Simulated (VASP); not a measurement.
Method: vdW-DF2, VASP's PBE PAW potentials (set 64) (plane waves; VASP).

The input files of a VASP run:

**INCAR**
```
! general
SYSTEM   = MgH2
PREC     = Accurate
ENCUT    = 520
LREAL    = .FALSE.
LASPH    = .TRUE.

! electronic loop
EDIFF    = 1E-7
NELM     = 100
ALGO     = Normal

! smearing
ISMEAR   = 0
SIGMA    = 0.05

! functional
GGA      = ML
LUSE_VDW = .TRUE.
AGGAC    = 0.0
ZAB_VDW  = -1.8867

! ions
IBRION   = 2
NSW      = 30
ISIF     = 4
EDIFFG   = -0.01

! output
LWAVE    = .FALSE.
LCHARG   = .FALSE.
```

File POSCAR:
```
MgH2
1
    4.5700110244     0.0000000000     0.0000000000
    0.0000000000     4.5700110244     0.0000000000
    0.0000000000     0.0000000000     3.0309934988
Mg H
2 4
Direct
  0.0000000000   0.0000000000   0.0000000000
  0.5000000000   0.5000000000   0.5000000000
  0.3040265761   0.3040265761   0.0000000000
  0.8040265761   0.1959734239   0.5000000000
  0.1959734239   0.8040265761   0.5000000000
  0.6959734239   0.6959734239   0.0000000000
```

**KPOINTS**
```
Automatic mesh
0
Gamma
5 5 7
0 0 0
```

POTCAR, in this order: Mg H (PBE.64 set). Program: vasp_std.

Output

**OUTCAR**
```
 ion  position               nearest neighbor table
   1  0.000  0.000  0.000-   3 1.96   6 1.96   5 1.98   4 1.98   4 1.98   5 1.98   2 3.57   2 3.57
                             2 3.57   2 3.57   2 3.57   2 3.57   2 3.57   2 3.57
   2  0.500  0.500  0.500-   4 1.96   5 1.96   3 1.98   6 1.98   3 1.98   6 1.98   1 3.57   1 3.57
                             1 3.57   1 3.57   1 3.57   1 3.57   1 3.57   1 3.57
   3  0.304  0.304  0.000-   1 1.96   2 1.98   2 1.98
   4  0.804  0.196  0.500-   2 1.96   1 1.98   1 1.98
   5  0.196  0.804  0.500-   2 1.96   1 1.98   1 1.98
   6  0.696  0.696  0.000-   1 1.96   2 1.98   2 1.98
  LATTYP: Found a simple tetragonal cell.
 ALAT       =     4.5700110244
 C/A-ratio  =     0.6632354895
 Subroutine PRICEL returns:
 Original cell was already a primitive cell.
 Subroutine GETGRP returns: Found 16 space group operations
The static configuration has the point symmetry D_2h.
 The point group associated with its full space group is D_4h.
The dynamic configuration has the point symmetry D_2h.
 Subroutine INISYM returns: Found 16 space group operations
 Subroutine IBZKPT returns following result:
 Found     24 irreducible k-points:

 Following reciprocal coordinates:
            Coordinates               Weight
  0.000000  0.000000  0.000000      1.000000
...
```

### OSZICAR
```
       N       E                     dE             d eps       ncg     rms          rms(c)
DAV:   1     0.487095207098E+01    0.48710E+01   -0.31944E+03   392   0.755E+02
DAV:   2    -0.169506289758E+02   -0.21822E+02   -0.20515E+02   480   0.869E+01
DAV:   3    -0.178207024916E+02   -0.87007E+00   -0.87007E+00   552   0.240E+01
DAV:   4    -0.178224441317E+02   -0.17416E-02   -0.17416E-02   512   0.105E+00
DAV:   5    -0.178224515897E+02   -0.74581E-05   -0.74580E-05   536   0.563E-02    0.816E+00
DAV:   6    -0.164194658883E+02    0.14030E+01   -0.14912E+00   416   0.800E+00    0.400E+00
DAV:   7    -0.159751496156E+02    0.44432E+00   -0.19131E+00   416   0.933E+00    0.636E-01
DAV:   8    -0.159904023901E+02   -0.15253E-01   -0.42392E-02   472   0.188E+00    0.215E-01
DAV:   9    -0.159893712679E+02    0.10311E-02   -0.66647E-03   456   0.642E-01    0.249E-02
DAV:  10    -0.159893859253E+02   -0.14657E-04   -0.12410E-04   512   0.105E-01    0.178E-02
DAV:  11    -0.159894046695E+02   -0.18744E-04   -0.41189E-05   432   0.808E-02    0.165E-03
DAV:  12    -0.159894051472E+02   -0.47764E-06   -0.48951E-07   560   0.674E-03    0.806E-04
DAV:  13    -0.159894052635E+02   -0.11632E-06   -0.35132E-07   400   0.786E-03    0.108E-04
DAV:  14    -0.159894052817E+02   -0.18255E-07   -0.20133E-09   240   0.622E-04
   1 F= -.15989405E+02 E0= -.15989405E+02  d E =-.159894E+02
       N       E                     dE             d eps       ncg     rms          rms(c)
DAV:   1    -0.159898902190E+02   -0.48496E-03   -0.39873E-03   496   0.485E-01    0.281E-02
DAV:   2    -0.159898907783E+02   -0.55928E-06   -0.29632E-05   424   0.521E-02    0.174E-02
DAV:   3    -0.159898925985E+02   -0.18202E-05   -0.20634E-05   456   0.387E-02    0.193E-03
DAV:   4    -0.159898926726E+02   -0.74084E-07   -0.34338E-07   464   0.558E-03
   2 F= -.15989893E+02 E0= -.15989893E+02  d E =-.487391E-03
       N       E                     dE             d eps       ncg     rms          rms(c)
DAV:   1    -0.159904132370E+02   -0.52064E-03   -0.20742E-02   488   0.111E+00    0.641E-02
DAV:   2    -0.159904149719E+02   -0.17349E-05   -0.15464E-04   408   0.119E-01    0.398E-02
DAV:   3    -0.159904233689E+02   -0.83970E-05   -0.10832E-04   456   0.885E-02    0.442E-03
DAV:   4    -0.159904238565E+02   -0.48763E-06   -0.17685E-06   456   0.126E-02    0.251E-03
DAV:   5    -0.159904241995E+02   -0.34299E-06   -0.76899E-07   408   0.993E-03    0.255E-04
DAV:   6    -0.159904242065E+02   -0.69838E-08   -0.70936E-09   240   0.974E-04
   3 F= -.15990424E+02 E0= -.15990424E+02  d E =-.101892E-02
```

File OUTCAR:
```
------------------------ aborting loop because EDIFF is reached ----------------------------------------
  FORCE on cell =-STRESS in cart. coord.  units (eV):
  Direction    XX          YY          ZZ          XY          YZ          ZX
  --------------------------------------------------------------------------------------
  Total       -0.5493087     -0.5493087     -0.5759265      0.0000000      0.0000000      0.0000000
  in kB      -13.9029691    -13.9029691    -14.5766653      0.0000000      0.0000000      0.0000000
  external PRESSURE =     -14.1275345 kB  Pullay stress =       0.0000000 kB
  volume of cell :       63.30
      direct lattice vectors                 reciprocal lattice vectors
     4.582727638 -0.000000000  0.000000000     0.218210655  0.000000000  0.000000000
    -0.000000000  4.582727638  0.000000000     0.000000000  0.218210655  0.000000000
     0.000000000  0.000000000  3.014195427     0.000000000  0.000000000  0.331763492
 POSITION                                       TOTAL-FORCE (eV/Angst)
 -----------------------------------------------------------------------------------
      0.00000      0.00000      0.00000        -0.000000      0.000000      0.000000
      2.29136      2.29136      1.50710        -0.000000      0.000000      0.000000
      1.39462      1.39462      0.00000         0.002949      0.002949      0.000000
      3.68598      0.89674      1.50710         0.002949     -0.002949     -0.000000
      0.89674      3.68598      1.50710        -0.002949      0.002949      0.000000
      3.18811      3.18811      0.00000        -0.002949     -0.002949     -0.000000
 -----------------------------------------------------------------------------------
    total drift:                                0.000000      0.000000     -0.000000
  FREE ENERGIE OF THE ION-ELECTRON SYSTEM (eV)
  ---------------------------------------------------
  free  energy   TOTEN  =       -15.9904242065 eV

  energy  without entropy=      -15.9904242065  energy(sigma->0) =      -15.99042421

 reached required accuracy - stopping structural energy minimisation
```
(Selected blocks of OUTCAR.)

CONTCAR:
```
MgH2
   1.00000000000000
     4.5827276375132620   -0.0000000000000000    0.0000000000000000
    -0.0000000000000000    4.5827276375132620    0.0000000000000000
     0.0000000000000000    0.0000000000000000    3.0141954270510882
  Mg              H
     2     4
Direct
     0.0000000000000000    0.0000000000000000    0.0000000000000000
     0.5000000000000000    0.5000000000000000    0.5000000000000000
     0.3043211568806712    0.3043211568806712    0.0000000000000000
     0.8043211568806712    0.1956788431193288    0.5000000000000000
     0.1956788431193288    0.8043211568806712    0.5000000000000000
     0.6956788431193288    0.6956788431193288    0.0000000000000000
```

The compound is MgH2 in the rutile structure. This cell is one point of a volume scan, at 1.03 of the reference volume. Symmetry was kept, so distortions that lower it aren't found.
